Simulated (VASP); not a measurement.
Computed with SCAN meta-GGA, VASP's PBE PAW potentials (set 64) (plane waves; VASP).

VASP ran on this input.

KPOINTS:
```
Automatic mesh
0
Gamma
7 7 7
0 0 0
```

### INCAR
```
ALGO  =  Normal
EDIFF  =  1E-6
ENCUT  =  400
ISIF  =  2
ISMEAR  =  1
LASPH  =  .TRUE.
LCHARG  =  .FALSE.
LMAXMIX  =  6
LMIXTAU  =  .TRUE.
LREAL  =  .FALSE.
LWAVE  =  .FALSE.
METAGGA  =  SCAN
NELM  =  100
PREC  =  Accurate
SIGMA  =  0.1
SYSTEM  =  TaRh3
```

POSCAR:
```
TaRh3
3.869780
  1.0000000000   0.0000000000   0.0000000000
  0.0000000000   1.0000000000   0.0000000000
  0.0000000000   0.0000000000   1.0000000000
Ta Rh
1 3
Cartesian
  0.0000000000   0.0000000000   0.0000000000
  0.0000000000   0.5000000000   0.5000000000
  0.5000000000   0.0000000000   0.5000000000
  0.5000000000   0.5000000000   0.0000000000
```

POTCAR, in this order: Ta_pv Rh_pv (PBE.64 set). Program: vasp_std.

Unless said otherwise, spin-orbit coupling is left out, though it shifts the bands of the heavy elements here.

Question: What does the run give for the energy per atom (σ→0), pressure, band gap (on the k-mesh)?

Answer: 
- energy per atom (σ→0) = -42642 meV/atom
- band gap (on the k-mesh) = none (metal, semimetal or under 0.01 eV)
- pressure = -5.98 GPa

### OSZICAR
```
...
DAV:  16    -0.170567718979E+03   -0.26810E-03   -0.24131E-04  1360   0.958E-02    0.184E-02
DAV:  17    -0.170567734638E+03   -0.15660E-04   -0.62830E-05  1374   0.595E-02    0.163E-02
DAV:  18    -0.170567708508E+03    0.26130E-04   -0.16953E-05  1169   0.352E-02    0.135E-02
DAV:  19    -0.170567697740E+03    0.10768E-04   -0.41637E-05  1321   0.546E-02    0.339E-03
DAV:  20    -0.170567699076E+03   -0.13364E-05   -0.30483E-06  1201   0.120E-02    0.112E-03
DAV:  21    -0.170567701246E+03   -0.21696E-05   -0.52643E-07   666   0.663E-03    0.452E-04
DAV:  22    -0.170567702237E+03   -0.99159E-06   -0.13933E-07   663   0.257E-03
   1 F= -.17056770E+03 E0= -.17056749E+03  d E =-.646036E-03
```

The structure comes from a computed database's TaRh3 entry (Pm-3m); how it stands against other phases isn't given here. The cell was not relaxed at this level. The run is one of a series of settings (GGA removed, LMIXTAU = .TRUE., METAGGA = SCAN against the base run), some of them coarse on purpose.
